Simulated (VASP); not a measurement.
**MgO: band gap against strain**

MgO (rock salt, Fm-3m, 9.575 Å³/atom and stress up to 0.24 GPa in the relaxed cell, cube axes along x, y and z) under an equal strain ε along all three axes. PBE in VASP (plane waves, PAW), 600 eV, 12×12×12 Γ-centred mesh, Gaussian smearing 0.05 eV; ions are relaxed, or left where forces stay under 0.02 eV/Å, within the symmetry of each cell. Gaps are the smallest on the run's k-mesh, which can miss an edge that lies off it, without spin-orbit coupling; in all rows the valence edge lies at Γ and the conduction edge at Γ.

Here s stands for strain and Eg for gap.

```
strain (%)  gap (eV)
----------  --------
-1.50          4.931
-1.00          4.781
-0.50          4.634
0.00           4.491
0.50           4.351
1.00           4.215
1.50           4.081
3.00               ?
```

Task: Fit Eg against s with a straight line, and predict the withheld value at s = 3.00.

Result: Means: s 0, Eg 4.4977. About the means, the sum of products is -1.9825 and the sum of squares of s is 7.0000; the slope is their ratio. Least squares gives Eg = 4.4977 - 0.28321·s. Residuals (row less fit): 0.0085, 0.0001, -0.0053, -0.0067, -0.0051, 0.0005, 0.0081; standard error 0.0069 (degrees of freedom: 5). Over these rows the gap moves by -28.3 ± 0.3 eV per unit strain, or -9.4 eV per unit of ln V. At the withheld row, Eg = 4.4977 - 0.28321 × 3.0 = 3.6481 eV. The calculation gives 3.701 eV, 0.0529 eV above the prediction (4.3 % of the range of Eg in the table). The row lies outside the fitted rows, so this is an extrapolation. From the scatter of the fitted rows alone, a prediction at this place has a standard error of 0.0107 eV, so the miss is 4.9 times that.

A polynomial of degree 2 through the 12 other runs of the series gives 3.702 there, so most of the miss is curvature that the fit leaves out. Other structures, which can take over under pressure, weren't tried. Rows are the converged runs of the series near zero and its far end; series whose fitted rows scatter by over a few per cent of the range, as at a crossing or softening among them, aren't shown in this form, nor equations of state whose B0' disagrees with the runs' pressures. Most that stay on the fit to the last digits aren't either.
